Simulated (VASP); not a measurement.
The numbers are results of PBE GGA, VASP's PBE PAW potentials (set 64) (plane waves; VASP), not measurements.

A VASP calculation is set up with these files.

### KPOINTS
```
kpoints
0
G
 8 8 8
```

File POSCAR:
```
Ni3Fe
1
    3.5500000000     0.0000000000     0.0000000000
    0.0000000000     3.5500000000     0.0000000000
    0.0000000000     0.0000000000     3.5500000000
Fe Ni
1 3
Direct
  0.0000000000   0.0000000000   0.0000000000
  0.0000000000   0.5000000000   0.5000000000
  0.5000000000   0.0000000000   0.5000000000
  0.5000000000   0.5000000000   0.0000000000
```

INCAR:
```
SYSTEM=Ni3Fe
PREC=Accurate; ENCUT=400; LREAL=.FALSE.
LASPH=.TRUE.
EDIFF=1E-6; NELM=100; ALGO=Normal
LMAXMIX=4
ISMEAR=1; SIGMA=0.1
GGA=PE
ISPIN=1
ISIF=2
LWAVE=.FALSE.; LCHARG=.FALSE.; LORBIT=10
```

POTCAR, in this order: Fe Ni (PBE.64 set). Program: vasp_std.

The run wrote:

OUTCAR:
```
 ion  position               nearest neighbor table
   1  0.000  0.000  0.000-   2 2.51   3 2.51   4 2.51   2 2.51   3 2.51   2 2.51   4 2.51   2 2.51
                             3 2.51   4 2.51   3 2.51   4 2.51
   2  0.000  0.500  0.500-   1 2.51   3 2.51   4 2.51   1 2.51   4 2.51   1 2.51   3 2.51   1 2.51
                             3 2.51   4 2.51   4 2.51   3 2.51
   3  0.500  0.000  0.500-   1 2.51   2 2.51   4 2.51   1 2.51   4 2.51   2 2.51   4 2.51   4 2.51
                             1 2.51   2 2.51   1 2.51   2 2.51
   4  0.500  0.500  0.000-   1 2.51   2 2.51   3 2.51   2 2.51   3 2.51   1 2.51   3 2.51   3 2.51
                             1 2.51   2 2.51   2 2.51   1 2.51
  LATTYP: Found a simple cubic cell.
 ALAT       =     3.5500000000
 Subroutine PRICEL returns:
 Original cell was already a primitive cell.
 Subroutine GETGRP returns: Found 48 space group operations
The static configuration has the point symmetry O_h .
The dynamic configuration has the point symmetry O_h .
 Subroutine INISYM returns: Found 48 space group operations
 Subroutine IBZKPT returns following result:
 Found     35 irreducible k-points:

 Following reciprocal coordinates:
            Coordinates               Weight
  0.000000  0.000000  0.000000      1.000000
  0.125000  0.000000  0.000000      6.000000
  0.250000  0.000000  0.000000      6.000000
  0.375000  0.000000  0.000000      6.000000
  0.500000  0.000000  0.000000      3.000000
  0.125000  0.125000  0.000000     12.000000
  0.250000  0.125000  0.000000     24.000000
  0.375000  0.125000  0.000000     24.000000
  0.500000  0.125000  0.000000     12.000000
  0.250000  0.250000  0.000000     12.000000
  0.375000  0.250000  0.000000     24.000000
  0.500000  0.250000  0.000000     12.000000
  0.375000  0.375000  0.000000     12.000000
  0.500000  0.375000  0.000000     12.000000
  0.500000  0.500000  0.000000      3.000000
  0.125000  0.125000  0.125000      8.000000
  0.250000  0.125000  0.125000     24.000000
  0.375000  0.125000  0.125000     24.000000
  0.500000  0.125000  0.125000     12.000000
  0.250000  0.250000  0.125000     24.000000
  0.375000  0.250000  0.125000     48.000000
  0.500000  0.250000  0.125000     24.000000
  0.375000  0.375000  0.125000     24.000000
  0.500000  0.375000  0.125000     24.000000
  0.500000  0.500000  0.125000      6.000000
  0.250000  0.250000  0.250000      8.000000
  0.375000  0.250000  0.250000     24.000000
  0.500000  0.250000  0.250000     12.000000
  0.375000  0.375000  0.250000     24.000000
  0.500000  0.375000  0.250000     24.000000
  0.500000  0.500000  0.250000      6.000000
  0.375000  0.375000  0.375000      8.000000
  0.500000  0.375000  0.375000     12.000000
  0.500000  0.500000  0.375000      6.000000
  0.500000  0.500000  0.500000      1.000000
   k-points           NKPTS =     35   k-points in BZ     NKDIM =     35   number of bands    NBANDS=     23
   number of dos      NEDOS =    301   number of ions     NIONS =      4
   total plane-waves  NPLWV =  13824
   dimension x,y,z NGX =    24 NGY =   24 NGZ =   24
   dimension x,y,z NGXF=    48 NGYF=   48 NGZF=   48
   ions per type =               1   3
   PREC   = accura    normal or accurate (medium, high low for compatibility)
   ISTART =      0    job   : 0-new  1-cont  2-samecut
   ICHARG =      2    charge: 1-file 2-atom 10-const
   ISPIN  =      1    spin polarized calculation?
   LNONCOLLINEAR =      F non collinear calculations
   LSORBIT =      F    spin-orbit coupling
   INIWAV =      1    electr: 0-lowe 1-rand  2-diag
   ENCUT  =  400.0 eV  29.40 Ry    5.42 a.u.   5.79  5.79  5.79*2*pi/ulx,y,z
   NELM   =    100;   NELMIN=  2; NELMDL= -5     # of ELM steps
   EDIFF  = 0.1E-05   stopping-criterion for ELM
   LREAL  =      F    real-space projection
   NLSPLINE    = F    spline interpolate recip. space projectors
...
```

### OSZICAR
```
       N       E                     dE             d eps       ncg     rms          rms(c)
DAV:   1     0.217944844238E+03    0.21794E+03   -0.15140E+04  1650   0.195E+03
DAV:   2    -0.147899148644E+02   -0.23273E+03   -0.22725E+03  1666   0.371E+02
DAV:   3    -0.281633914219E+02   -0.13373E+02   -0.12790E+02  1885   0.118E+02
DAV:   4    -0.286491825202E+02   -0.48579E+00   -0.47121E+00  1893   0.214E+01
DAV:   5    -0.286616980057E+02   -0.12515E-01   -0.12492E-01  2161   0.305E+00    0.199E+01
DAV:   6    -0.251924911769E+02    0.34692E+01   -0.58483E+01  1838   0.107E+02    0.116E+01
DAV:   7    -0.250425973732E+02    0.14989E+00   -0.14783E+01  2039   0.606E+01    0.165E+01
DAV:   8    -0.239421143633E+02    0.11005E+01   -0.37665E+00  2391   0.462E+01    0.259E+00
DAV:   9    -0.239158850568E+02    0.26229E-01   -0.22445E-01  1722   0.512E+00    0.120E+00
DAV:  10    -0.239004397616E+02    0.15445E-01   -0.56297E-02  2232   0.286E+00    0.265E-01
DAV:  11    -0.238999981835E+02    0.44158E-03   -0.29009E-03  2032   0.881E-01    0.576E-02
DAV:  12    -0.239000508325E+02   -0.52649E-04   -0.16982E-04  1913   0.153E-01    0.291E-02
DAV:  13    -0.239009268537E+02   -0.87602E-03   -0.70333E-03  2122   0.578E-02    0.129E-02
DAV:  14    -0.239009298586E+02   -0.30049E-05   -0.49030E-05  1718   0.400E-02    0.177E-03
DAV:  15    -0.239009304168E+02   -0.55822E-06   -0.10307E-06  1079   0.113E-02
   1 F= -.23900930E+02 E0= -.23901854E+02  d E =0.277221E-02
```

**OUTCAR**
```
------------------------ aborting loop because EDIFF is reached ----------------------------------------
  FORCE on cell =-STRESS in cart. coord.  units (eV):
  Direction    XX          YY          ZZ          XY          YZ          ZX
  --------------------------------------------------------------------------------------
  Total       -2.6784605     -2.6784605     -2.6784605     -0.0000000     -0.0000000      0.0000000
  in kB      -95.9203522    -95.9203522    -95.9203522     -0.0000000     -0.0000000      0.0000000
  external PRESSURE =     -95.9203522 kB  Pullay stress =       0.0000000 kB
  volume of cell :       44.74
      direct lattice vectors                 reciprocal lattice vectors
     3.550000000  0.000000000  0.000000000     0.281690141  0.000000000  0.000000000
     0.000000000  3.550000000  0.000000000     0.000000000  0.281690141  0.000000000
     0.000000000  0.000000000  3.550000000     0.000000000  0.000000000  0.281690141
 POSITION                                       TOTAL-FORCE (eV/Angst)
 -----------------------------------------------------------------------------------
      0.00000      0.00000      0.00000         0.000000      0.000000      0.000000
      0.00000      1.77500      1.77500         0.000000      0.000000      0.000000
      1.77500      0.00000      1.77500         0.000000      0.000000      0.000000
      1.77500      1.77500      0.00000         0.000000      0.000000      0.000000
 -----------------------------------------------------------------------------------
    total drift:                                0.000000     -0.000000     -0.000000
  FREE ENERGIE OF THE ION-ELECTRON SYSTEM (eV)
  ---------------------------------------------------
  free  energy   TOTEN  =       -23.9009304168 eV

  energy  without entropy=      -23.9037026267  energy(sigma->0) =      -23.90185449

 total charge

# of ion       s       p       d       tot
------------------------------------------
    1        0.453   0.463   6.255   7.171
    2        0.496   0.499   8.301   9.297
    3        0.496   0.499   8.301   9.297
    4        0.496   0.499   8.301   9.297
--------------------------------------------------
tot          1.942   1.961  31.159  35.062
```
(Selected blocks of OUTCAR.)

The compound is Ni3Fe in the L1_2 structure. The cell was not relaxed at this level. The run is one of a series of settings (ISPIN = 1, the spin start removed against the base run), some of them coarse on purpose. The run is not spin-polarised, so no magnetic state was tried.
